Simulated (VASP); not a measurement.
Input:

```xyz
2
Lattice="2.8293 0.0000 0.0000 0.0000 2.7843 0.0000 0.0000 0.0000 3.9676" Properties=species:S:1:pos:R:3 pbc="T T T"
Ti     0.0000     0.0000     0.0000
Al     1.4832     1.3921     1.9838
```
Cell charge +0.02.

Computed with PBE GGA, VASP's PBE PAW potentials (set 64) (plane waves; VASP). Numerical set-up: NELECT = 14.98, 400 eV cut-off, 12×12×8 Γ-centred mesh, Gaussian smearing of 0.050 eV, potentials Ti_sv Al.

The cell is charged, with a uniform compensating background.

Problem. Give the force on each atom (eV/Å).

Solution. 
| atom | Fx | Fy | Fz |
|---|---|---|---|
| Ti1 | 0.350 | 0.000 | 0.000 |
| Al2 | -0.350 | 0.000 | 0.000 |

Problem. Give the stress tensor in GPa (positive for a compressed cell).

Solution. 
```
1.54  0.00  0.00
0.00  4.03  0.00
0.00  0.00  4.24
```
The pressure is its mean diagonal, 3.27 GPa.

The compound is TiAl in the L1_0 structure. The cell was not relaxed at this level, atoms are displaced from their ideal sites. The run is one of a series of settings (ISMEAR = 0, NELECT = 14.98, SIGMA = 0.05 against the base run), some of them coarse on purpose. The electron count is odd and the run is not spin-polarised, which forces a metal.
